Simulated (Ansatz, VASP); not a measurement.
# Cross-check of Ta10In (Ta(100)-c(2x2)-In, hollow site) between VASP and Ansatz, part 2 of 3

Wanted: the spread between two codes on one cell, functional and k mesh. Of the first pair: The structure shown is the start of the Ansatz relaxation below; VASP solves that cell, so the two are compared at the walk's first step.

VASP 6.6.1 and Ansatz 0.2.0.

So far: The structure; Ansatz: relaxation, PBE.

### 3. VASP: single point, PBE, start cell, pair 1

Level of this step: PBE; plane waves and PAW (Ta_pv, In_d) (VASP).

The same cell, functional, mesh and smearing now go to VASP, with its own data sets.

Lines of VASP's logs that name or quote its potential files are left out, and so is its time.

Contents of INCAR:

```
SYSTEM = Ta10In
PREC = Accurate
ENCUT = 400
EDIFF = 1E-06
NELM = 120
ISMEAR = -1
SIGMA = 0.1
LREAL = .FALSE.
ALGO = Normal
GGA = PE
NBANDS = 76
LASPH = .TRUE.
LORBIT = 11
LWAVE = .FALSE.
LCHARG = .FALSE.
ISIF = 2
LDIPOL = .TRUE.
IDIPOL = 3
DIPOL = 0.5 0.5 0.476
LVHAR = .TRUE.
GGA_COMPAT = .FALSE.
NELMDL = -8
KPAR = 2
```

Contents of POSCAR:

```
Ta10In
1.0
    4.6810468915      0.0000000000      0.0000000000
    0.0000000000      4.6810468915      0.0000000000
    0.0000000000      0.0000000000     25.7753946274
Ta In
10 1
Direct
    0.9999999048      0.0000000000      0.3297718667
    0.4999999048      0.5000000000      0.3297718667
    0.9999999048      0.5000000000      0.3939803889
    0.4999999048      0.0000000000      0.3939803889
    0.9999999048      0.0000000000      0.4581889112
    0.4999999048      0.5000000000      0.4581889112
    0.9999999048      0.5000000000      0.5223974335
    0.4999999048      0.0000000000      0.5223974335
    0.9999999048      0.0000000000      0.5866059557
    0.4999999048      0.5000000000      0.5866059557
    0.4999999048      0.0000000000      0.6702281478
```

Contents of KPOINTS:

```
Automatic mesh
0
Gamma
6 6 1
0 0 0
```

The projector-augmented-wave data sets are Ta_pv and In_d (PBE family, release 64).

The run is started by

```sh
$ mpirun -np 2 vasp_std
```

Numbers of over 12 decimals in the logs are rounded to 6 here.

What it wrote:

```text
[banner, memory and clock lines left out]
running    2 mpi-ranks, on    1 nodes
 distrk:  each k-point on    1 cores,    2 groups
 distr:  one band on    1 cores,    1 groups

 POSCAR found type information on POSCAR TaIn
 POSCAR found :  2 types and      11 ions
 LDA part: xc-table for (Slater+PW92), standard interpolation
 POSCAR, INCAR and KPOINTS ok, starting setup
 FFT: planning ... GRIDC
 FFT: planning ... GRID_SOFT
 FFT: planning ... GRID
 WAVECAR not read
 entering main loop
       N       E                     dE             d eps       ncg     rms          rms(c)
DAV:   1     0.993683729906E+03    0.99368E+03   -0.60116E+04  2008   0.119E+03
DAV:   2    -0.584252176122E+02   -0.10521E+04   -0.10254E+04  1704   0.373E+02
DAV:   3    -0.122640809733E+03   -0.64216E+02   -0.60639E+02  1936   0.907E+01
DAV:   4    -0.126560657827E+03   -0.39198E+01   -0.38334E+01  1992   0.195E+01
DAV:   5    -0.126785265425E+03   -0.22461E+00   -0.22325E+00  2280   0.407E+00
DAV:   6    -0.126792147366E+03   -0.68819E-02   -0.68659E-02  2400   0.735E-01
DAV:   7    -0.126792455871E+03   -0.30850E-03   -0.30808E-03  2280   0.113E-01
DAV:   8    -0.126792470417E+03   -0.14546E-04   -0.14535E-04  1928   0.233E-02    0.396E+01
DAV:   9    -0.139471452421E+03   -0.12679E+02   -0.20129E+02  1984   0.446E+01    0.274E+01
DAV:  10    -0.144299507620E+03   -0.48281E+01   -0.32724E+02  2160   0.413E+01    0.248E+01
DAV:  11    -0.173078774508E+03   -0.28779E+02   -0.53826E+02  2184   0.495E+01    0.309E+01
DAV:  12    -0.123412553974E+03    0.49666E+02   -0.11213E+02  2020   0.233E+01    0.141E+01
DAV:  13    -0.115709538876E+03    0.77030E+01   -0.34480E+01  2056   0.145E+01    0.748E+00
DAV:  14    -0.114336732330E+03    0.13728E+01   -0.61326E+00  2136   0.878E+00    0.572E+00
[...]
DAV:  49    -0.113941575647E+03   -0.14818E-04   -0.71588E-06  1520   0.110E-02    0.257E-02
DAV:  50    -0.113941582741E+03   -0.70942E-05   -0.17754E-05  1604   0.164E-02    0.176E-02
DAV:  51    -0.113941591160E+03   -0.84184E-05   -0.37209E-06  1424   0.805E-03    0.770E-03
DAV:  52    -0.113941596517E+03   -0.53569E-05   -0.28718E-06  1364   0.570E-03    0.507E-03
DAV:  53    -0.113941600432E+03   -0.39157E-05   -0.62494E-07  1064   0.339E-03    0.193E-03
DAV:  54    -0.113941603939E+03   -0.35070E-05   -0.23418E-06  1328   0.507E-03    0.443E-03
DAV:  55    -0.113941605196E+03   -0.12570E-05   -0.35171E-07  1008   0.293E-03    0.381E-03
DAV:  56    -0.113941606031E+03   -0.83488E-06   -0.11316E-07   964   0.126E-03
   1 F= -.11394161E+03 E0= -.11370796E+03  d E =-.467293E+00
```

OUTCAR, selected parts (step 3):

```text
ion  position               nearest neighbor table
   1  1.000  0.000  0.330-   3 2.87   4 2.87   3 2.87   4 2.87   5 3.31   2 3.31   2 3.31   2 3.31
                             2 3.31
   2  0.500  0.500  0.330-   3 2.87   4 2.87   4 2.87   3 2.87   6 3.31   1 3.31   1 3.31   1 3.31
                             1 3.31
   3  1.000  0.500  0.394-   1 2.87   2 2.87   1 2.87   2 2.87   5 2.87   5 2.87   6 2.87   6 2.87
                             4 3.31   4 3.31   4 3.31   4 3.31   7 3.31
   4  0.500  0.000  0.394-   1 2.87   2 2.87   2 2.87   1 2.87   5 2.87   6 2.87   6 2.87   5 2.87
                             3 3.31   3 3.31   3 3.31   3 3.31   8 3.31
   5  1.000  0.000  0.458-   3 2.87   4 2.87   7 2.87   8 2.87   3 2.87   7 2.87   4 2.87   8 2.87
                             1 3.31   9 3.31   6 3.31   6 3.31   6 3.31   6 3.31
   6  0.500  0.500  0.458-   3 2.87   4 2.87   7 2.87   8 2.87   4 2.87   8 2.87   3 2.87   7 2.87
                             2 3.31  10 3.31   5 3.31   5 3.31   5 3.31   5 3.31
   7  1.000  0.500  0.522-   9 2.87  10 2.87   9 2.87  10 2.87   5 2.87   5 2.87   6 2.87   6 2.87
                             8 3.31   8 3.31   8 3.31   8 3.31   3 3.31
   8  0.500  0.000  0.522-   9 2.87  10 2.87  10 2.87   9 2.87   6 2.87   5 2.87   5 2.87   6 2.87
                             7 3.31   7 3.31   7 3.31   7 3.31   4 3.31  11 3.81
   9  1.000  0.000  0.587-   7 2.87   8 2.87   7 2.87   8 2.87  11 3.18  11 3.18   5 3.31  10 3.31
                            10 3.31  10 3.31  10 3.31
  10  0.500  0.500  0.587-   7 2.87   8 2.87   8 2.87   7 2.87  11 3.18  11 3.18   6 3.31   9 3.31
                             9 3.31   9 3.31   9 3.31
  11  0.500  0.000  0.670-   9 3.18  10 3.18  10 3.18   9 3.18   8 3.81

  LATTYP: Found a simple tetragonal cell.
 ALAT       =     4.6810468915
 C/A-ratio  =     5.5063312171

 Subroutine GETGRP returns: Found  8 space group operations
 (whereof  4 operations were pure point group operations)

The static configuration has the point symmetry C_2v.
 The point group associated with its full space group is C_4v.

 Found     10 irreducible k-points:

   k-points           NKPTS =     10   k-points in BZ     NKDIM =     10   number of bands    NBANDS=     76

   dimension x,y,z NGX =    32 NGY =   32 NGZ =  168
   dimension x,y,z NGXF=    64 NGYF=   64 NGZF=  336

   ENCUT  =  400.0 eV  29.40 Ry    5.42 a.u.   7.63  7.63 42.03*2*pi/ulx,y,z

   NELECT =     123.0000    total number of electrons

 k-points in reciprocal lattice and weights: Automatic mesh
   0.00000000  0.00000000  0.00000000       0.028
   0.16666667  0.00000000  0.00000000       0.111
   0.33333333  0.00000000  0.00000000       0.111
   0.50000000  0.00000000  0.00000000       0.056
   0.16666667  0.16666667  0.00000000       0.111
   0.33333333  0.16666667  0.00000000       0.222
   0.50000000  0.16666667  0.00000000       0.111
   0.33333333  0.33333333  0.00000000       0.111
   0.50000000  0.33333333  0.00000000       0.111
   0.50000000  0.50000000  0.00000000       0.028

 dipolmoment           0.000000      0.000000      0.011766 electrons x Angstroem

 average (electrostatic) potential at core
       1 -43.5022       2 -43.5022       3 -42.4868       4 -42.4684       5 -42.3213
       6 -42.3213       7 -42.3217       8 -42.4013       9 -43.2214      10 -43.2214
      11-101.2457

 E-fermi :  -0.2683

 k-point     1 :       0.0000    0.0000    0.0000
  band No.  band energies     occupation
    ...
     54      -1.5068      1.99999
     55      -1.4744      1.99999
     56      -0.4005      1.57890
     57      -0.4005      1.57889
     58      -0.3669      1.45660
     59       0.2108      0.01647
     60       0.2108      0.01647
     61       0.2869      0.00773
     62       0.2869      0.00773
     63       0.5249      0.00072
    ...

 k-point     2 :       0.1667    0.0000    0.0000
  band No.  band energies     occupation
    ...
     55      -1.5321      1.99999
     56      -0.9599      1.99802
     57      -0.5804      1.91546
     58      -0.5243      1.85654
     59      -0.2265      0.79413
     60      -0.1290      0.39773
     61       0.0899      0.05412
     62       0.1170      0.04154
     63       0.1744      0.02361
     64       0.2939      0.00721
    ...

 k-point     3 :       0.3333    0.0000    0.0000
  band No.  band energies     occupation
    ...
     59      -0.8066      1.99085
     60      -0.7195      1.97829
     61      -0.6318      1.94860
     62      -0.5001      1.82078
     63      -0.2306      0.81360
     64      -0.0384      0.18235
     65       0.1224      0.03939
     66       0.2785      0.00841
     67       0.3806      0.00303
     68       0.4710      0.00123
    ...

  Total      -10.9877374    -10.9877374     -8.7739273      0.0000000      0.0000000      0.0000000
  in kB      -31.1693357    -31.1693357    -24.8893359      0.0000000      0.0000000      0.0000000
  external PRESSURE =     -29.0760024 kB  Pullay stress =       0.0000000 kB

  energy-cutoff  :      400.00
  volume of cell :      564.80
      direct lattice vectors                 reciprocal lattice vectors
     4.681046892  0.000000000  0.000000000     0.213627426  0.000000000  0.000000000
     0.000000000  4.681046892  0.000000000     0.000000000  0.213627426  0.000000000
     0.000000000  0.000000000 25.775394627     0.000000000  0.000000000  0.038796690

 POSITION                                       TOTAL-FORCE (eV/Angst)
 -----------------------------------------------------------------------------------
      4.68105      0.00000      8.50000         0.000000      0.000000      1.288990
      2.34052      2.34052      8.50000         0.000000      0.000000      1.288990
      4.68105      2.34052     10.15500         0.000000      0.000000     -1.281055
      2.34052      0.00000     10.15500         0.000000      0.000000     -1.393277
      4.68105      0.00000     11.81000         0.000000      0.000000     -0.016440
      2.34052      2.34052     11.81000         0.000000      0.000000     -0.016440
      4.68105      2.34052     13.46500         0.000000      0.000000      0.706931
      2.34052      0.00000     13.46500         0.000000      0.000000      1.114740
      4.68105      0.00000     15.12000         0.000000      0.000000     -0.393261
      2.34052      2.34052     15.12000         0.000000      0.000000     -0.393261
      2.34052      0.00000     17.27539         0.000000      0.000000     -0.905917
 -----------------------------------------------------------------------------------
    total drift:                                0.001039      0.000000     -0.000515

  FREE ENERGIE OF THE ION-ELECTRON SYSTEM (eV)
  ---------------------------------------------------
  free  energy   TOTEN  =      -113.9416060312 eV

  energy  without entropy=     -113.4743130268  energy(sigma->0) =     -113.70795953

 vacuum level on the upper side and lower side of the slab         3.811         3.714

 total charge
# of ion       s       p       d       tot
------------------------------------------
    1        0.372   6.066   2.255   8.692
    2        0.372   6.066   2.255   8.692
    3        0.372   6.172   2.355   8.899
    4        0.372   6.172   2.356   8.900
    5        0.365   6.173   2.379   8.917
    6        0.365   6.173   2.379   8.917
    7        0.371   6.166   2.380   8.917
    8        0.370   6.166   2.370   8.905
    9        0.359   6.093   2.255   8.706
   10        0.359   6.093   2.255   8.706
   11        1.006   0.470   9.836  11.312
--------------------------------------------------
tot          4.682  61.810  33.074  99.565

[... 3 further parts left out ...]
```

This run has no spin polarisation. Its electron count is odd, so without a moment it is a metal by construction.

### 4. Differences

Known differences besides the potentials themselves: the data sets hold 143 valence electrons in Ansatz (on its default PAW (the set named soft_2) files) and 123 in VASP; the cutoff is 420 eV in Ansatz and 400 eV in VASP. Total energies have different zeros and are not compared.

Forces on 7 of the 11 atoms, those with the largest forces and the largest differences (eV/Å; atoms numbered as in POSCAR):

| atom | Ansatz x, y, z | VASP x, y, z |
| --- | --- | --- |
| Ta1 | 0.000, 0.000, 1.288 | 0.000, 0.000, 1.289 |
| Ta2 | 0.000, 0.000, 1.288 | 0.000, 0.000, 1.289 |
| Ta3 | 0.000, 0.000, -1.269 | 0.000, 0.000, -1.281 |
| Ta4 | 0.000, 0.000, -1.382 | 0.000, 0.000, -1.393 |
| Ta7 | 0.000, 0.000, 0.693 | 0.000, 0.000, 0.707 |
| Ta8 | 0.000, 0.000, 1.104 | 0.000, 0.000, 1.115 |
| In11 | 0.000, 0.000, -0.913 | 0.000, 0.000, -0.906 |

The forces differ by 4.6 meV/Å r.m.s., which is 0.8 % of the r.m.s. force of 0.544 eV/Å (both taken over all components). With vacuum in the cell, a pressure given here is an average over mostly empty space and none of the material.

### 5. Ansatz: relaxation, PBE

This run makes the geometry at which the two programs are then compared.

The structure compared here is the end of the Ansatz relaxation.

Contents of input.yaml:

```yaml
crystal:
  lattice:
    - [4.6810468915, 0.0, 0.0]
    - [0.0, 4.6810468915, 0.0]
    - [0.0, 0.0, 25.7753946274]
  atoms:
    - { symbol: Ta, position: [0.0, 0.0, 0.3297718667] }
    - { symbol: Ta, position: [0.5, 0.5, 0.3297718667] }
    - { symbol: Ta, position: [0.0, 0.5, 0.3939803889] }
    - { symbol: Ta, position: [0.5, 0.0, 0.3939803889] }
    - { symbol: Ta, position: [0.0, 0.0, 0.4581889112] }
    - { symbol: Ta, position: [0.5, 0.5, 0.4581889112] }
    - { symbol: Ta, position: [0.0, 0.5, 0.5223974335] }
    - { symbol: Ta, position: [0.5, 0.0, 0.5223974335] }
    - { symbol: Ta, position: [0.0, 0.0, 0.5866059557] }
    - { symbol: Ta, position: [0.5, 0.5, 0.5866059557] }
    - { symbol: In, position: [0.5, 0.0, 0.6702281333] }
kpoints:
  mp_grid: { grid: [6, 6, 1] }
hamiltonian:
  xc: pbe
scf:
  occupations: { method: fermi_dirac, width: 0.1 }
  convergence: { dr2_threshold: 1.0e-08 }
efield:
  axis: 3
  dipole_correction: true
  ramp_position: 0.97
  ramp_width: 0.06
relax:
  f_tol: 0.015
  max_steps: 90
  constraints: [{ sites: [0, 1, 2, 3] }]
output:
  write_potential: true
  write_density: true
  volumetric_format: npy
```

The run is started by

```sh
$ ansatz run input.yaml --threads 4 --pin off --max-ram 6144MiB --backend cpu --events-out ev --progress --plain --runs-dir out
```

What it wrote:

```text
[...]
Crystal: 11 atoms, lattice volume = 564.796 Å³
Basis set: ecut = 420 eV, 11039 PW (Γ), exchange–correlation on 64×64×360 points (8 copies of the dense FFT grid, shifted against one another)
Bands: 86, of which v1, the nominal top of the filled ones, is band 72 counted from 1 (71 counted from 0)
Symmetry: 8 space group operations
[...]
- { symbol: Ta, position: [0.5, 0.0, 0.393980] }
    - { symbol: Ta, position: [0, 0.0, 0.458172] }
    - { symbol: Ta, position: [0.5, 0.5, 0.458172] }
    - { symbol: Ta, position: [0, 0.5, 0.522747] }
    - { symbol: Ta, position: [0.5, 0.0, 0.524246] }
    - { symbol: Ta, position: [0, 0.0, 0.583020] }
    - { symbol: Ta, position: [0.5, 0.5, 0.583020] }
    - { symbol: In, position: [0.5, 0.0, 0.653703] }
[key lines of the parts left out:]
SCF converged after 8 iterations
Free energy (F): -104913.868404 eV
Fermi energy:    3.939286 eV
Dipole field:    D = -0.013455 V/Å  (p = -0.041997 e·Å, saw-weighted, corrected)
Work function:   Φ+ = 4.3308 eV   Φ− = 3.9840 eV
```

### 6. VASP: single point, PBE, relaxed cell, pair 2

The same cell, functional, mesh and smearing now go to VASP, with its own data sets.

Edit INCAR of step 3 so:

```diff
@@ -18,3 +18,3 @@
 IDIPOL = 3
-DIPOL = 0.5 0.5 0.476
+DIPOL = 0.5 0.5 0.475
 LVHAR = .TRUE.
```

Contents of POSCAR:

```
Ta10In
1.0
    4.6810468915      0.0000000000      0.0000000000
    0.0000000000      4.6810468915      0.0000000000
    0.0000000000      0.0000000000     25.7753946274
Ta In
10 1
Direct
    0.0000000000      0.0000000000      0.3297718667
    0.5000000000      0.5000000000      0.3297718667
    0.0000000000      0.5000000000      0.3939803889
    0.5000000000      0.0000000000      0.3939803889
    0.0000000000      0.0000000000      0.4581718750
    0.5000000000      0.5000000000      0.4581718750
    0.0000000000      0.5000000000      0.5227471610
    0.5000000000      0.0000000000      0.5242459590
    0.0000000000      0.0000000000      0.5830199529
    0.5000000000      0.5000000000      0.5830199529
    0.5000000000      0.0000000000      0.6537026737
```

KPOINTS is that of step 3.

The run is started by

```sh
$ mpirun -np 2 vasp_std
```

What it wrote:

```text
[... set-up lines as in an earlier step ...]
 entering main loop
       N       E                     dE             d eps       ncg     rms          rms(c)
DAV:   1     0.984594660488E+03    0.98459E+03   -0.60399E+04  2040   0.119E+03
DAV:   2    -0.590532110996E+02   -0.10436E+04   -0.10167E+04  1688   0.370E+02
DAV:   3    -0.121814903320E+03   -0.62762E+02   -0.59798E+02  1904   0.901E+01
DAV:   4    -0.125856906656E+03   -0.40420E+01   -0.39379E+01  2040   0.196E+01
[...]
DAV:  37    -0.114233466538E+03   -0.13141E-05   -0.99878E-08   924   0.118E-03    0.918E-04
DAV:  38    -0.114233469054E+03   -0.25158E-05   -0.78997E-08   968   0.924E-04    0.154E-03
DAV:  39    -0.114233469976E+03   -0.92196E-06   -0.90981E-08   924   0.119E-03
   1 F= -.11423347E+03 E0= -.11401537E+03  d E =-.436202E+00
```

OUTCAR, selected parts (step 6):

```text
  Total       -6.6295449     -6.6295449     -4.4213323      0.0000000      0.0000000      0.0000000
  in kB      -18.8062841    -18.8062841    -12.5421629      0.0000000      0.0000000      0.0000000
  external PRESSURE =     -16.7182437 kB  Pullay stress =       0.0000000 kB

 POSITION                                       TOTAL-FORCE (eV/Angst)
 -----------------------------------------------------------------------------------
      0.00000      0.00000      8.50000         0.000000      0.000000      1.339417
      2.34052      2.34052      8.50000         0.000000      0.000000      1.339417
      0.00000      2.34052     10.15500         0.000000      0.000000     -1.303731
      2.34052      0.00000     10.15500         0.000000      0.000000     -1.403174
      0.00000      0.00000     11.80956         0.000000      0.000000     -0.006082
      2.34052      2.34052     11.80956         0.000000      0.000000     -0.006082
      0.00000      2.34052     13.47401         0.000000      0.000000      0.023878
      2.34052      0.00000     13.51265         0.000000      0.000000      0.011267
      0.00000      0.00000     15.02757         0.000000      0.000000     -0.003609
      2.34052      2.34052     15.02757         0.000000      0.000000     -0.003609
      2.34052      0.00000     16.84944         0.000000      0.000000      0.012309
 -----------------------------------------------------------------------------------
    total drift:                                0.000000      0.000000      0.002833

  FREE ENERGIE OF THE ION-ELECTRON SYSTEM (eV)
  ---------------------------------------------------
  free  energy   TOTEN  =      -114.2334699761 eV

  energy  without entropy=     -113.7972680906  energy(sigma->0) =     -114.01536903

[... 2 parts as in an earlier step ...]

[... 1 further part left out ...]
[key lines of the parts left out:]
E-fermi :  -0.3756
```

### 7. Side by side

What differs besides the data sets and the points named for the pairs above, as far as they apply: the data sets hold 143 valence electrons in Ansatz (on its default PAW (the set named soft_2) files) and 123 in VASP. Total energies have different zeros and are not compared.

Compared:

| quantity | Ansatz | VASP | difference |
| --- | --- | --- | --- |
| work function, lower of the two faces (eV) | 3.98 | 3.98 | 0.00 |
| work function, higher of the two faces (eV) | 4.33 | 4.33 | 0.00 |

Forces on 7 of the 11 atoms, those with the largest forces and the largest differences (eV/Å; atoms numbered as in POSCAR):

| atom | Ansatz x, y, z | VASP x, y, z |
| --- | --- | --- |
| Ta1 | 0.000, 0.000, 1.339 | 0.000, 0.000, 1.339 |
| Ta2 | 0.000, 0.000, 1.339 | 0.000, 0.000, 1.339 |
| Ta3 | 0.000, 0.000, -1.293 | 0.000, 0.000, -1.304 |
| Ta4 | 0.000, 0.000, -1.393 | 0.000, 0.000, -1.403 |
| Ta7 | 0.000, 0.000, 0.013 | 0.000, 0.000, 0.024 |
| Ta8 | 0.000, 0.000, 0.008 | 0.000, 0.000, 0.011 |
| In11 | 0.000, 0.000, 0.003 | 0.000, 0.000, 0.012 |

The forces differ by 3.7 meV/Å r.m.s., which is 0.8 % of the r.m.s. force of 0.469 eV/Å (both taken over all components). With vacuum in the cell, a pressure given here is an average over mostly empty space and none of the material.

(Part 2 of 3 ends here.)

[Lines on the potential files, build, host, timing and source positions are cut from VASP's logs without a mark.]

[Logs are printed without paths, hosts, clocks, repeated set-up lines and the standing remarks that a program may print on its own settings, such as how far it seeks lower states.]

[Hosts, paths, dates, database ids (printed as entryN), source tags and the programs' standing remarks are cut or masked in the printed files.]
